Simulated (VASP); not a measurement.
A convergence study with VASP on AlN (wurtzite): one setting is varied, all else stays as given below, so the limit is that of these other settings.

```yaml
crystal:
  lattice:
    - [1.55500, -2.69334, 0.00000]
    - [1.55500, 2.69334, 0.00000]
    - [0.00000, 0.00000, 4.98000]
  atoms:
    - { symbol: Al, position: [0.66667, 0.33333, 0.50000] }
    - { symbol: Al, position: [0.33333, 0.66667, 0.00000] }
    - { symbol: N, position: [0.66667, 0.33333, 0.88200] }
    - { symbol: N, position: [0.33333, 0.66667, 0.38200] }
```

All values below come from PBEsol GGA, VASP's PBE PAW potentials (set 64) (plane waves; VASP). The tightest run used: 700 eV cut-off, 13×13×7 Monkhorst-Pack mesh, Gaussian smearing of 0.050 eV, potentials Al N.

Question: The settings run are 1×1×1 mesh; 2×2×1 mesh; 3×3×2 mesh; 4×4×2 mesh; 5×5×3 mesh; 6×6×3 mesh; 7×7×4 mesh; 8×8×4 mesh; 9×9×5 mesh; 10×10×6 mesh; 11×11×6 mesh; 12×12×7 mesh; 13×13×7 mesh. From which on does the energy per atom stay within 0.005 eV/atom of the tightest run?

Answer: From 4×4×2 mesh on: it is off by 0.0026 there and by no more than 0.005 in any finer run, while 3×3×2 mesh is off by 0.0480.
```tsv
setting	E (eV/atom)	pressure (GPa)	irreducible k-points	difference judged (eV/atom)
1×1×1 mesh	-4.7314	11.27	1	3.0992
2×2×1 mesh	-7.9747	0.45	2	0.1441
3×3×2 mesh	-7.7826	0.71	3	0.0480
4×4×2 mesh	-7.8332	0.53	6	0.0026
5×5×3 mesh	-7.8285	0.49	10	0.0021
6×6×3 mesh	-7.8303	0.50	24	0.0003
7×7×4 mesh	-7.8305	0.50	16	0.0001
8×8×4 mesh	-7.8306	0.50	40	0.0000
9×9×5 mesh	-7.8306	0.50	36	0.0000
10×10×6 mesh	-7.8306	0.50	90	0.0000
11×11×6 mesh	-7.8306	0.50	48	0.0000
12×12×7 mesh	-7.8306	0.50	168	0.0000
13×13×7 mesh	-7.8306	0.50	84	0.0000
```

Left out are rungs that failed or repeat a setting and relaxations that didn't move; long series are thinned to 24 rows.

The compound is AlN in the wurtzite structure. The cell was not relaxed at this level.
